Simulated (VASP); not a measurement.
Here is a VASP 6.6.1 calculation.

File POSCAR:

```
Si
1.0
    0.0000000000      2.7221160933      2.7221160933
    2.7221160933      0.0000000000      2.7221160933
    2.7221160933      2.7221160933      0.0000000000
Si
2
Direct
    0.0000000000      0.0000000000      0.0000000000
    0.2500000000      0.2500000000      0.2500000000
```

Contents of INCAR.step1:

```
SYSTEM = Si
  PREC = Accurate
  ENCUT = 520
  ISMEAR = 0
  SIGMA = 0.02
  LREAL = .False.
  LASPH = .True.
  NELM = 100
  NBANDS = 11
  GGA = PE
  ALGO = Normal
  EDIFF = 1E-4
  LWAVE = .True.
  LCHARG = .False.
```

INCAR.step2

```
SYSTEM = Si
  PREC = Accurate
  ENCUT = 520
  EDIFF = 1E-7
  ISMEAR = 0
  SIGMA = 0.02
  LREAL = .False.
  LASPH = .True.
  NELM = 100
  ALGO = Normal
  ISIF = 2
  LWAVE = .False.
  LCHARG = .False.
  METAGGA = R2SCAN
  LMIXTAU = .True.
  NBANDS = 11
  ISTART = 1
```

Contents of KPOINTS:

```
Automatic mesh
0
Gamma
  8 8 8
  0 0 0
```

Potentials or basis: VASP PAW PBE potentials, release 64 (Si).

Command:

```bash
$ cat potpaw_PBE.64/Si/POTCAR > POTCAR
$ cp INCAR.step1 INCAR
$ mpirun -np 1 vasp_std > vasp.out
$ cp INCAR.step2 INCAR
$ mpirun -np 1 vasp_std > vasp.out
```

Task: What does it give for the pressure?

Result: -0.2 GPa.

Task: Estimate the band gap on the k mesh.

Result: 0.83 eV, indirect (least direct gap 2.75 eV).

Caveat: the PAW data sets were made with another functional, which shifts forces and pressure a little. A k mesh can miss the band edges.
